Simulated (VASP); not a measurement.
```xyz
3
Lattice="1.9053 -3.3000 0.0000 1.9053 3.3000 0.0000 0.0000 0.0000 6.8963" Properties=species:S:1:pos:R:3 pbc="T T T"
Zr     0.0000     0.0000     0.0000
Se     1.9053     1.1000     1.5769
Se     1.9053    -1.1000     5.3193
```

All values below come from PBE GGA, VASP's PBE PAW potentials (set 64) (plane waves; VASP 6.6.1). Run with 520 eV cut-off, Gaussian smearing of 0.050 eV, potentials Zr_sv Se.

Without a dispersion term in the relaxation, distances and binding between the weakly bound layers, chains or molecules are unreliable, and so is what depends on them.

### Question
Give the energies of bands 7 to 15 at the high-symmetry points, in eV from the valence-band maximum.

### Answer

| band | Γ | M | K | A | L | H |
|---|---|---|---|---|---|---|
| 7 | -4.24 | -4.40 | -3.46 | -3.73 | -4.44 | -3.44 |
| 8 | -2.51 | -2.99 | -3.38 | -2.50 | -3.23 | -3.44 |
| 9 | -2.51 | -2.51 | -3.38 | -2.50 | -2.48 | -3.33 |
| 10 | -0.48 | -2.40 | -2.14 | -1.61 | -2.45 | -2.05 |
| 11 | 0.00 | -1.73 | -2.14 | -0.04 | -1.22 | -2.02 |
| 12 | 0.00 | -1.11 | -1.83 | -0.04 | -1.02 | -2.02 |
| 13 | 1.11 | 0.57 | 1.80 | 1.10 | 0.44 | 1.82 |
| 14 | 1.11 | 2.54 | 2.52 | 1.10 | 2.54 | 2.30 |
| 15 | 1.57 | 2.89 | 2.52 | 1.89 | 2.88 | 2.30 |

The gap is indirect, 0.44 eV, from the valence maximum at Γ to the conduction minimum at L.

The compound is ZrSe2 in the 1T layered structure. It was relaxed first, which changed the volume by +15 %.
